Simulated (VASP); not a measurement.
Consider the following.

```xyz
6
Lattice="3.3093 0.0000 0.0000 -1.6547 2.8660 0.0000 0.0000 0.0000 13.0660" Properties=species:S:1:pos:R:3 pbc="T T T"
Te     0.0000     1.9106     5.0166
W      0.0000     0.0000     3.1257
W      0.0000     1.9106     9.8549
Se     0.0000     0.0000     8.2057
Se     0.0000     0.0000    11.5065
Se     0.0000     1.9106     1.4885
```

These are LDA (Ceperley-Alder, Perdew-Zunger), VASP's LDA PAW potentials (set 64) (plane waves; VASP) values and carry that method's errors. Run with 400 eV cut-off, 9×9×2 Γ-centred mesh, tetrahedra with Blöchl corrections, potentials Te W_sv Se.

Estimate the energy per atom (σ→0).

```json
{
 "energy per atom (σ→0)": "-7.876 eV/atom"
}
```

The absolute energy has meaning only against runs of the same code, potentials and settings.

The structure comes from a computed database's TeW2Se3 entry (P3m1); how it stands against other phases isn't given here. It was relaxed first, which changed the volume by -15 %.
